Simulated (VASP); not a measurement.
All values below come from PBEsol GGA, VASP's PBE PAW potentials (set 64) (plane waves; VASP 6.6.1).

The input files of a VASP run:

File KPOINTS:
```
Automatic mesh
0
Gamma
 10 10 10
```

File POSCAR:
```
SiC
1.0
  0.0000000000   2.1800000000   2.1800000000
  2.1800000000   0.0000000000   2.1800000000
  2.1800000000   2.1800000000   0.0000000000
Si C
1 1
Cart
  0.0000000000   0.0000000000   0.0000000000
  1.0900000000   1.0900000000   1.0900000000
```

**INCAR**
```
SYSTEM = SiC
PREC = Accurate
ENCUT = 620
EDIFF = 1E-6
NELM = 100
ALGO = Normal
LREAL = .FALSE.
LASPH = .TRUE.
ISMEAR = 0
SIGMA = 0.05
GGA = PS
LWAVE = .FALSE.
LCHARG = .FALSE.
IBRION = 2
ISIF = 3
NSW = 40
EDIFFG = -0.02
PSTRESS = 50
```

POTCAR, in this order: Si C (PBE.64 set). Program: vasp_std.

The run wrote:

OSZICAR:
```
       N       E                     dE             d eps       ncg     rms          rms(c)
DAV:   1     0.646922391490E+01    0.64692E+01   -0.47826E+03   784   0.994E+02
DAV:   2    -0.173061320056E+02   -0.23775E+02   -0.22700E+02  1112   0.118E+02
DAV:   3    -0.177082600002E+02   -0.40213E+00   -0.40213E+00   856   0.188E+01
DAV:   4    -0.177094579186E+02   -0.11979E-02   -0.11979E-02  1216   0.111E+00
DAV:   5    -0.177094581807E+02   -0.26202E-06   -0.26202E-06   880   0.155E-02    0.872E+00
DAV:   6    -0.159999525875E+02    0.17095E+01   -0.70856E+00   840   0.150E+01    0.389E+00
DAV:   7    -0.159310481918E+02    0.68904E-01   -0.33354E-01  1104   0.405E+00    0.175E+00
DAV:   8    -0.159166640908E+02    0.14384E-01   -0.19425E-02   840   0.120E+00    0.155E-01
DAV:   9    -0.159166389853E+02    0.25105E-04   -0.77654E-04  1176   0.220E-01    0.102E-01
DAV:  10    -0.159166789307E+02   -0.39945E-04   -0.84758E-05   984   0.728E-02    0.214E-02
DAV:  11    -0.159166789309E+02   -0.16360E-09   -0.12689E-05  1008   0.223E-02    0.410E-03
DAV:  12    -0.159166790958E+02   -0.16487E-06   -0.50918E-07   504   0.571E-03
   1 F= -.15270045E+02 E0= -.15270045E+02  d E =-.152700E+02
       N       E                     dE             d eps       ncg     rms          rms(c)
DAV:   1    -0.158973045410E+02    0.19374E-01   -0.69190E-01   792   0.742E+00    0.943E-01
DAV:   2    -0.158850589191E+02    0.12246E-01   -0.29867E-02   896   0.116E+00    0.465E-01
DAV:   3    -0.158824376172E+02    0.26213E-02   -0.45720E-03   960   0.477E-01    0.111E-01
DAV:   4    -0.158820463148E+02    0.39130E-03   -0.58094E-04   856   0.150E-01    0.535E-02
DAV:   5    -0.158820381409E+02    0.81739E-05   -0.16561E-05  1032   0.327E-02    0.326E-02
DAV:   6    -0.158820389732E+02   -0.83237E-06   -0.95645E-07   632   0.834E-03
   2 F= -.15266870E+02 E0= -.15266870E+02  d E =0.317424E-02
       N       E                     dE             d eps       ncg     rms          rms(c)
DAV:   1    -0.159143938846E+02   -0.32356E-01   -0.19598E-01   784   0.388E+00    0.503E-01
DAV:   2    -0.159108448629E+02    0.35490E-02   -0.88863E-03   888   0.630E-01    0.251E-01
DAV:   3    -0.159100917238E+02    0.75314E-03   -0.12605E-03   976   0.251E-01    0.630E-02
DAV:   4    -0.159099688923E+02    0.12283E-03   -0.17473E-04   840   0.811E-02    0.271E-02
DAV:   5    -0.159099645683E+02    0.43240E-05   -0.47653E-06  1080   0.176E-02    0.168E-02
DAV:   6    -0.159099635569E+02    0.10114E-05   -0.26776E-07   456   0.456E-03    0.309E-03
DAV:   7    -0.159099637553E+02   -0.19842E-06   -0.11298E-07   408   0.237E-03
   3 F= -.15277989E+02 E0= -.15277989E+02  d E =-.794418E-02
```

**OUTCAR**
```
------------------------ aborting loop because EDIFF is reached ----------------------------------------
  FORCE on cell =-STRESS in cart. coord.  units (eV):
  Direction    XX          YY          ZZ          XY          YZ          ZX
  --------------------------------------------------------------------------------------
  Total        0.6295816      0.6295816      0.6295816      0.0000000      0.0000000      0.0000000
  in kB       49.8106416     49.8106416     49.8106416      0.0000000      0.0000000      0.0000000
  external PRESSURE =      -0.1893584 kB  Pullay stress =      50.0000000 kB
  volume of cell :       20.25
      direct lattice vectors                 reciprocal lattice vectors
     0.000000000  2.163400025  2.163400025    -0.231117682  0.231117682  0.231117682
     2.163400025  0.000000000  2.163400025     0.231117682 -0.231117682  0.231117682
     2.163400025  2.163400025  0.000000000     0.231117682  0.231117682 -0.231117682
  FREE ENERGIE OF THE ION-ELECTRON SYSTEM (eV)
  ---------------------------------------------------
  free  energy   TOTEN  =       -15.9099637553 eV

  energy  without entropy=      -15.9099637553  energy(sigma->0) =      -15.90996376
  enthalpy is  TOTEN    =       -15.2779887407 eV   P V=        0.6319750146

 reached required accuracy - stopping structural energy minimisation
```
(Selected blocks of OUTCAR.)

**CONTCAR**
```
SiC
   1.00000000000000
     0.0000000000000000    2.1634000246834324    2.1634000246834324
     2.1634000246834324    0.0000000000000000    2.1634000246834324
     2.1634000246834324    2.1634000246834324    0.0000000000000000
  Si              C
     1     1
Direct
     0.0000000000000000    0.0000000000000000    0.0000000000000000
     0.2500000000000000    0.2500000000000000    0.2500000000000000
```

Energy and stress use the plane-wave basis of the starting cell.

The compound is SiC in the zinc blende structure. This run relaxes it under an external pressure of 5 GPa. Symmetry was kept, so distortions that lower it aren't found.
